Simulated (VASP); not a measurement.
The input files of a VASP run:

POSCAR:
```
V
1
    2.4045502009     0.0000000000     0.0000000000
    0.0000000000     2.4045502009    -0.0000000000
    0.0000000000    -0.0000000000     2.4045502009
V
1
Direct
  0.0000000000   0.0000000000   0.0000000000
```

INCAR:
```
SYSTEM = V
PREC = Accurate
ENCUT = 400
EDIFF = 1E-6
NELM = 100
ALGO = Normal
LREAL = .FALSE.
LASPH = .TRUE.
ISMEAR = 1
SIGMA = 0.1
GGA = PS
LMAXMIX = 4
LWAVE = .FALSE.
LCHARG = .FALSE.
IBRION = 2
ISIF = 3
NSW = 60
EDIFFG = -0.01
```

### KPOINTS
```
Automatic mesh
0
Gamma
14 14 14
0 0 0
```

POTCAR, in this order: V_sv (PBE.64 set). Program: vasp_std.

Task: Write an equivalent input for Ansatz.

Result: One equivalent input (not run):
Ansatz 0.2 input:
```yaml
crystal:
  lattice:
    - [2.4045502, 0.0000000, 0.0000000]
    - [0.0000000, 2.4045502, 0.0000000]
    - [0.0000000, 0.0000000, 2.4045502]
  atoms:
    - { symbol: V, position: [0.0000000, 0.0000000, 0.0000000] }
kpoints:
  mp_grid: { grid: [14, 14, 14] }
hamiltonian:
  xc: pbesol
  pseudopotentials: { kind: paw }
scf:
  occupations: { method: methfessel_paxton, width: 0.1 }
  max_iter: 100
relax:
  max_steps: 60
  f_tol: 0.01
  cell: {}
output: { forces: true, stress: true, eigenvalues: true }
```
What does not carry over: each code has its own PAW files, so the cut-off isn't converted (ENCUT is set for VASP's; basis.ecutwfc is left out, and Ansatz then takes the one that its files recommend); Ansatz stops its SCF on the density residual and VASP on the energy change (EDIFF).

The structure was generated: V was put into the simple-cubic type (Pm-3m), which need not be its known phase. This run relaxes it. Symmetry was kept, so distortions that lower it aren't found. The start is the result of an earlier pass.
